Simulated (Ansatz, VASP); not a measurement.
# Cross-check of Al2O3 (Corundum) between VASP and Ansatz

One calculation is typed for both programs; each brings its own data sets. How far apart do they land? The cell is taken from a series of runs on this material, whose earlier steps may have relaxed, scaled, displaced or heated it; both programs get it as it stands.

Calculated with Ansatz 0.2.0; plane waves, with VASP 6.6.1 beside it; zone-centre phonons at PBE.

### 1. Set-up

It takes space group R-3c (No. 167, trigonal). Conventional cell: a = 4.760 Å, b = 4.760 Å, c = 12.996 Å, α = 90.00°, β = 90.00°, γ = 120.00°. Nearest to Al lie 6 O at 1.86 to 1.97 Å. Nearest to O lie 4 Al at 1.86 to 1.97 Å. Farther neighbours and most contacts between anions are not listed.

### 2. VASP: zone-centre phonons, PBE

Second derivatives magnify differences that forces hide, and they need a tight electronic threshold.

Lines of VASP's logs that name or quote its potential files are left out, and so is its time.

INCAR

```
SYSTEM = Al2O3
PREC = Accurate
ENCUT = 600
EDIFF = 1E-08
NELM = 120
ISMEAR = 0
SIGMA = 0.01
LREAL = .FALSE.
ALGO = Normal
GGA = PE
NBANDS = 34
LORBIT = 11
LWAVE = .FALSE.
LCHARG = .FALSE.
ISIF = 2
IBRION = 8
LEPSILON = .TRUE.
LASPH = .TRUE.
GGA_COMPAT = .FALSE.
EFERMI = MIDGAP
KPAR = 2
```

POSCAR

```
Al2O3
1.0
    2.3802500000      1.3742379782      4.3318666667
   -2.3802500000      1.3742379782      4.3318666667
    0.0000000000     -2.7484759565      4.3318666667
Al O
4 6
Direct
    0.3520240870      0.3520240870      0.3520240870
    0.1479759130      0.1479759130      0.1479759130
    0.6479759130      0.6479759130      0.6479759130
    0.8520240870      0.8520240870      0.8520240870
    0.5564668031      0.9435331969      0.2500000000
    0.2500000000      0.5564668031      0.9435331969
    0.9435331969      0.2500000000      0.5564668031
    0.4435331969      0.0564668031      0.7500000000
    0.7500000000      0.4435331969      0.0564668031
    0.0564668031      0.7500000000      0.4435331969
```

KPOINTS

```
Automatic mesh
0
Gamma
6 6 6
0 0 0
```

The projector-augmented-wave data sets are Al and O (PBE family, release 64).

Command:

```bash
mpirun -np 2 vasp_std
```

Numbers of over 12 decimals in the logs are rounded to 6 here.

Output:

```text
[banner, memory and clock lines left out]
running    2 mpi-ranks, on    1 nodes
 distrk:  each k-point on    1 cores,    2 groups
 distr:  one band on    1 cores,    1 groups

 POSCAR found type information on POSCAR AlO
 POSCAR found :  2 types and      10 ions
 LDA part: xc-table for (Slater+PW92), standard interpolation
 POSCAR, INCAR and KPOINTS ok, starting setup
 FFT: planning ... GRIDC
 FFT: planning ... GRID_SOFT
 FFT: planning ... GRID
 WAVECAR not read
 entering main loop
       N       E                     dE             d eps       ncg     rms          rms(c)
DAV:   1     0.255654026670E+03    0.25565E+03   -0.27752E+04  2176   0.151E+03
DAV:   2    -0.685786314120E+02   -0.32423E+03   -0.31289E+03  2804   0.306E+02
DAV:   3    -0.827072246729E+02   -0.14129E+02   -0.14080E+02  2808   0.659E+01
DAV:   4    -0.828205438369E+02   -0.11332E+00   -0.11326E+00  2696   0.676E+00
DAV:   5    -0.828219462384E+02   -0.14024E-02   -0.14022E-02  2726   0.752E-01    0.176E+01
DAV:   6    -0.747111162782E+02    0.81108E+01   -0.29669E+01  2662   0.293E+01    0.599E+00
DAV:   7    -0.747506774985E+02   -0.39561E-01   -0.87877E-01  2628   0.468E+00    0.329E+00
DAV:   8    -0.747689707998E+02   -0.18293E-01   -0.87565E-02  2618   0.231E+00    0.689E-01
DAV:   9    -0.747727907215E+02   -0.38199E-02   -0.22634E-02  2774   0.829E-01    0.315E-01
DAV:  10    -0.747734124076E+02   -0.62169E-03   -0.75993E-04  2476   0.170E-01    0.714E-02
DAV:  11    -0.747733775170E+02    0.34891E-04   -0.35759E-04  2724   0.108E-01    0.227E-02
DAV:  12    -0.747733802769E+02   -0.27599E-05   -0.20489E-05  2564   0.276E-02    0.575E-03
DAV:  13    -0.747733797676E+02    0.50936E-06   -0.33970E-06  2718   0.103E-02    0.116E-03
DAV:  14    -0.747733796658E+02    0.10181E-06   -0.17296E-07  2418   0.256E-03    0.577E-04
DAV:  15    -0.747733797349E+02   -0.69164E-07   -0.50260E-09  2020   0.505E-04    0.296E-04
DAV:  16    -0.747733797704E+02   -0.35435E-07   -0.66340E-10  1390   0.171E-04    0.592E-05
DAV:  17    -0.747733797681E+02    0.22465E-08   -0.62425E-10  1288   0.138E-04
   1 F= -.74773380E+02 E0= -.74773380E+02  d E =0.000000E+00
 Linear response reoptimize wavefunctions to high precision
DAV:   1    -0.747733797676E+02    0.50341E-09   -0.40319E-11  1304   0.389E-05
DAV:   2    -0.747733797678E+02   -0.14188E-09   -0.45700E-12  1282   0.118E-05
DAV:   3    -0.747733797677E+02    0.60936E-10    0.42350E-15  1274   0.501E-06
 Linear response G [H, r] |phi>, progress :
  Direction:   1
       N       E                     dE             d eps       ncg     rms
RMM:   1    -0.195777938332E+03   -0.19578E+03    0.14173E+02  5017   0.928E+01
RMM:   2    -0.171643415069E+03    0.24135E+02   -0.10156E+01  3777   0.180E+01
RMM:   3    -0.171690486423E+03   -0.47071E-01   -0.12224E-01  3926   0.192E+00
RMM:   4    -0.171692328318E+03   -0.18419E-02   -0.26002E-03  4084   0.282E-01
RMM:   5    -0.171692362847E+03   -0.34529E-04    0.15087E-05  4145   0.491E-02
RMM:   6    -0.171692361682E+03    0.11653E-05    0.10780E-04  4194   0.132E-02
RMM:   7    -0.171692361728E+03   -0.46709E-07    0.10458E-04  4218   0.778E-03
RMM:   8    -0.171692361732E+03   -0.38445E-08    0.83183E-05  4201   0.702E-03
RMM:   9    -0.171692361500E+03    0.23232E-06    0.61130E-05  3757   0.692E-03
RMM:  10    -0.171692361729E+03   -0.22905E-06   -0.98248E-05  3495   0.694E-03
RMM:  11    -0.171692364939E+03   -0.32101E-05   -0.52292E-04  3474   0.703E-03
 Linear response G [H, r] |phi>, progress :
  Direction:   2
       N       E                     dE             d eps       ncg     rms
RMM:   1    -0.197172738177E+03   -0.19717E+03    0.13938E+02  4994   0.931E+01
RMM:   2    -0.173557232113E+03    0.23616E+02   -0.10097E+01  3773   0.180E+01
RMM:   3    -0.173606796150E+03   -0.49564E-01   -0.11931E-01  3927   0.191E+00
RMM:   4    -0.173608552596E+03   -0.17564E-02   -0.27387E-03  4085   0.280E-01
RMM:   5    -0.173608583636E+03   -0.31040E-04   -0.12458E-04  4157   0.480E-02
RMM:   6    -0.173608585042E+03   -0.14055E-05   -0.62253E-05  4216   0.130E-02
RMM:   7    -0.173608585482E+03   -0.44049E-06   -0.19681E-04  4215   0.761E-03
RMM:   8    -0.173608585447E+03    0.34868E-07   -0.55698E-05  4208   0.686E-03
RMM:   9    -0.173608585212E+03    0.23571E-06   -0.40928E-05  3751   0.676E-03
RMM:  10    -0.173608585828E+03   -0.61643E-06   -0.40086E-05  3487   0.677E-03
RMM:  11    -0.173608585560E+03    0.26843E-06   -0.17838E-04  3462   0.685E-03
 Linear response G [H, r] |phi>, progress :
  Direction:   3
       N       E                     dE             d eps       ncg     rms
RMM:   1    -0.195558004714E+03   -0.19556E+03    0.13813E+02  4876   0.931E+01
RMM:   2    -0.172599722501E+03    0.22958E+02   -0.93784E+00  3793   0.172E+01
RMM:   3    -0.172643769428E+03   -0.44047E-01   -0.11199E-01  3878   0.184E+00
RMM:   4    -0.172645456217E+03   -0.16868E-02   -0.21560E-03  4009   0.258E-01
[...]
RMM:   3    -0.536727747522E+00    0.49405E-02   -0.84688E-03  8055   0.477E-01    0.714E-01
RMM:   4    -0.566740950904E+00   -0.30013E-01   -0.10997E-02  8437   0.580E-01    0.102E-01
RMM:   5    -0.572403768021E+00   -0.56628E-02   -0.17072E-04  8554   0.737E-02    0.435E-02
RMM:   6    -0.574161540278E+00   -0.17578E-02   -0.82143E-05  8233   0.486E-02    0.691E-03
[...]
RMM:   9    -0.850257350680E-02    0.49299E-07   -0.33523E-07 14529   0.109E-04    0.271E-05
RMM:  10    -0.850262048139E-02   -0.46975E-07   -0.19539E-07 14572   0.569E-05    0.590E-06
RMM:  11    -0.850262391355E-02   -0.34322E-08   -0.81847E-08 14594   0.344E-05    0.210E-06
 first order change of Fermi-energy  -0.98002E-06
 force on displaced ion       1 direction 1 : -19.995  -0.000  -0.000
 Born effective charge ion    1 direction 1 :   2.962   0.033   0.000
 Linear response progress:
  Degree of freedom:   2/  5
       N       E                     dE             d eps       ncg     rms          rms(c)
RMM:   1    -0.191878867161E-01   -0.19188E-01   -0.28249E-02  8096   0.985E-01
RMM:   2    -0.858183158459E-02    0.10606E-01   -0.21384E-03  4779   0.273E-01    0.752E-02
RMM:   3    -0.835867429129E-02    0.22316E-03   -0.10240E-04  4976   0.556E-02    0.470E-02
RMM:   4    -0.824040032730E-02    0.11827E-03   -0.14855E-04  4828   0.634E-02    0.881E-03
RMM:   5    -0.822899570759E-02    0.11405E-04    0.11341E-05  4931   0.109E-02    0.490E-03
RMM:   6    -0.821950119302E-02    0.94945E-05    0.66647E-06  4968   0.626E-03    0.138E-03
RMM:   7    -0.821824122945E-02    0.12600E-05    0.18220E-06  5035   0.162E-03    0.565E-04
RMM:   8    -0.821833796595E-02   -0.96737E-07   -0.47200E-07  4998   0.697E-04    0.814E-05
RMM:   9    -0.821842922423E-02   -0.91258E-07   -0.58926E-07  5188   0.136E-04    0.381E-05
RMM:  10    -0.821842806329E-02    0.11609E-08   -0.24703E-07  4965   0.857E-05    0.107E-05
RMM:  11    -0.821842444626E-02    0.36170E-08   -0.92985E-08  5208   0.387E-05    0.321E-06
 first order change of Fermi-energy   0.47616E-01
 force on displaced ion       1 direction 3 :   0.000   0.000 -18.559
 Born effective charge ion    1 direction 3 :   0.000  -0.000   2.934
 Linear response progress:
  Degree of freedom:   3/  5
       N       E                     dE             d eps       ncg     rms          rms(c)
RMM:   1    -0.374636450045E+00   -0.37464E+00    0.41400E-01  8856   0.306E+00
RMM:   2    -0.370724762730E+00    0.39117E-02   -0.62915E-03  8041   0.389E-01    0.174E-01
RMM:   3    -0.371981887997E+00   -0.12571E-02   -0.12118E-03  7450   0.164E-01    0.872E-02
RMM:   4    -0.374117398240E+00   -0.21355E-02   -0.10864E-03  7747   0.147E-01    0.207E-02
RMM:   5    -0.374142846219E+00   -0.25448E-04   -0.41220E-05  8596   0.305E-02    0.700E-03
RMM:   6    -0.374209822872E+00   -0.66977E-04   -0.84326E-07  8835   0.615E-03    0.157E-03
RMM:   7    -0.374207729074E+00    0.20938E-05   -0.19055E-07  8806   0.141E-03    0.838E-04
RMM:   8    -0.374212229668E+00   -0.45006E-05   -0.12966E-07  8847   0.776E-04    0.197E-04
RMM:   9    -0.374211093149E+00    0.11365E-05   -0.11449E-07  8840   0.294E-04    0.108E-04
RMM:  10    -0.374211661108E+00   -0.56796E-06   -0.15468E-07  8866   0.233E-04    0.282E-05
RMM:  11    -0.374211530760E+00    0.13035E-06    0.62541E-08  8907   0.211E-04    0.572E-06
RMM:  12    -0.374211578351E+00   -0.47591E-07   -0.44286E-08  8998   0.193E-04    0.242E-06
RMM:  13    -0.374211567950E+00    0.10401E-07   -0.15100E-07  8922   0.191E-04    0.589E-07
RMM:  14    -0.374211575735E+00   -0.77852E-08   -0.63583E-08  8602   0.189E-04    0.512E-07
 first order change of Fermi-energy   0.34078E+00
 force on displaced ion       5 direction 1 : -18.210  -0.000   0.000
 Born effective charge ion    5 direction 1 :  -2.074   0.000   0.000
 Linear response progress:
  Degree of freedom:   4/  5
       N       E                     dE             d eps       ncg     rms          rms(c)
RMM:   1    -0.374771098538E+00   -0.37477E+00    0.38803E-01 14818   0.303E+00
RMM:   2    -0.370806947260E+00    0.39642E-02   -0.58100E-03 13103   0.376E-01    0.170E-01
RMM:   3    -0.372088613007E+00   -0.12817E-02   -0.11136E-03 12143   0.156E-01    0.856E-02
RMM:   4    -0.374223656498E+00   -0.21350E-02   -0.10278E-03 12583   0.145E-01    0.194E-02
RMM:   5    -0.374202029563E+00    0.21627E-04   -0.42567E-05 14132   0.316E-02    0.446E-03
RMM:   6    -0.374280207213E+00   -0.78178E-04   -0.14892E-06 14537   0.565E-03    0.183E-03
RMM:   7    -0.374266882809E+00    0.13324E-04   -0.12273E-07 14514   0.196E-03    0.957E-04
RMM:   8    -0.374276974222E+00   -0.10091E-04   -0.21763E-07 14575   0.920E-04    0.187E-04
RMM:   9    -0.374277271347E+00   -0.29713E-06   -0.10899E-07 14607   0.285E-04    0.630E-05
RMM:  10    -0.374277345071E+00   -0.73724E-07   -0.15832E-07 14599   0.221E-04    0.125E-05
RMM:  11    -0.374277296647E+00    0.48423E-07    0.20014E-08 14801   0.194E-04    0.710E-06
RMM:  12    -0.374277335709E+00   -0.39062E-07    0.15037E-08 14674   0.192E-04    0.118E-06
RMM:  13    -0.374277333682E+00    0.20269E-08   -0.21848E-08 14539   0.190E-04    0.557E-07
 first order change of Fermi-energy  -0.87135E-05
 force on displaced ion       5 direction 2 :  -0.001 -18.914   5.954
 Born effective charge ion    5 direction 2 :   0.000  -1.876   0.352
 Linear response progress:
  Degree of freedom:   5/  5
       N       E                     dE             d eps       ncg     rms          rms(c)
RMM:   1    -0.375164186298E+00   -0.37516E+00    0.38886E-01 14681   0.301E+00
RMM:   2    -0.371609508690E+00    0.35547E-02   -0.58291E-03 13359   0.374E-01    0.168E-01
RMM:   3    -0.372928367269E+00   -0.13189E-02   -0.11123E-03 12071   0.156E-01    0.844E-02
RMM:   4    -0.375054635874E+00   -0.21263E-02   -0.99259E-04 12604   0.141E-01    0.204E-02
RMM:   5    -0.375069856406E+00   -0.15221E-04   -0.56032E-05 13810   0.354E-02    0.498E-03
RMM:   6    -0.375169898323E+00   -0.10004E-03   -0.49115E-06 14486   0.864E-03    0.188E-03
RMM:   7    -0.375174039457E+00   -0.41411E-05   -0.98786E-08 14508   0.179E-03    0.641E-04
RMM:   8    -0.375177944183E+00   -0.39047E-05   -0.13640E-08 14539   0.538E-04    0.219E-04
RMM:   9    -0.375178043862E+00   -0.99679E-07   -0.34459E-08 14553   0.279E-04    0.421E-05
RMM:  10    -0.375177891914E+00    0.15195E-06   -0.25451E-07 14576   0.180E-04    0.159E-05
RMM:  11    -0.375177871185E+00    0.20729E-07    0.17658E-07 14680   0.159E-04    0.302E-06
RMM:  12    -0.375177913613E+00   -0.42429E-07   -0.52161E-08 14539   0.154E-04    0.132E-06
RMM:  13    -0.375177916581E+00   -0.29679E-08   -0.56095E-09 14289   0.152E-04    0.403E-07
 first order change of Fermi-energy   0.29908E-04
 force on displaced ion       5 direction 3 :   0.000   5.953 -15.804
 Born effective charge ion    5 direction 3 :  -0.000   0.258  -1.956
 Born effective charges drift removed
 Linear response finished
```

[end of part 1 of 3]

[Lines on the potential files, build, host, timing and source positions are cut from VASP's logs without a mark.]

[Logs are printed without paths, hosts, clocks, repeated set-up lines and the standing remarks that a program may print on its own settings, such as how far it seeks lower states.]

[Hosts, paths, dates, database ids (printed as entryN), source tags and the programs' standing remarks are cut or masked in the printed files.]
